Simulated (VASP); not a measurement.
Nb2SnSe:

```xyz
4
Lattice="3.9500 0.0000 0.0000 -1.9750 3.4208 0.0000 0.0000 0.0000 6.2500" Properties=species:S:1:pos:R:3 pbc="T T T"
Nb    1.9750    1.1403    4.6875
Nb    1.9750    1.1403    1.5625
Sn    0.0000    0.0000    0.0000
Se    0.0000    2.2805    3.1250
```

The cell was built by a generator and needn't be a form met in nature.

```yaml
Program: VASP 6.6.1
Task: relaxation of cell and atoms
Functional: PBE
Potentials_or_basis: VASP PAW PBE potentials, release 64 (Nb_sv, Sn_d, Se)
Cutoff: 520 eV
k_mesh: 5 × 5 × 3
Occupations: gaussian, width 0.15 eV
Spin: no spin polarisation
```

At the start: pressure -0.4 GPa; volume 21.11 Å³/atom.

Problem. Where does the relaxation end?

Solution. Over 13 steps the energy falls by 322.0 meV/atom and the volume is 19.27 Å³/atom (-8.7 %); space group P-6m2 (No. 187, to 0.05 Å).

The path:
```
step  energy change (eV)  largest force (eV/Å)  pressure (GPa)  volume (Å³)
   1              0.0000                1.5297           -0.40        84.45
   2             -0.3018                0.7360           -1.37        83.75
   3             -0.4588                0.0687           -1.37        83.12
   4             -0.5216                1.6287            0.87        81.67
   5             -0.5473                0.7624           -0.49        82.32
   6             -0.8946                0.9571           -1.18        80.79
   7             -1.0323                0.8839            4.69        74.51
   8             -1.2209                0.8466            0.32        77.89
   9             -1.2340                0.8455            0.74        77.33
  10             -1.2708                0.0521           -3.37        78.84
  11             -1.2753                0.1859           -2.13        78.47
  12             -1.2556                0.4132            3.80        75.07
  13             -1.2879                0.0529            0.03        77.07
```

Final structure:
```
CELL_PARAMETERS angstrom
3.37988 0.00000 0.00000
-1.68994 2.92706 0.00000
0.00000 0.00000 7.79024
ATOMIC_POSITIONS crystal
Nb 0.66667 0.33333 0.72423
Nb 0.66667 0.33333 0.27577
Sn 0.00000 0.00000 0.00000
Se 0.33333 0.66667 0.50000
```

Caveat: the k mesh is coarse (spacing up to 0.37 Å⁻¹), so the values aren't converged.
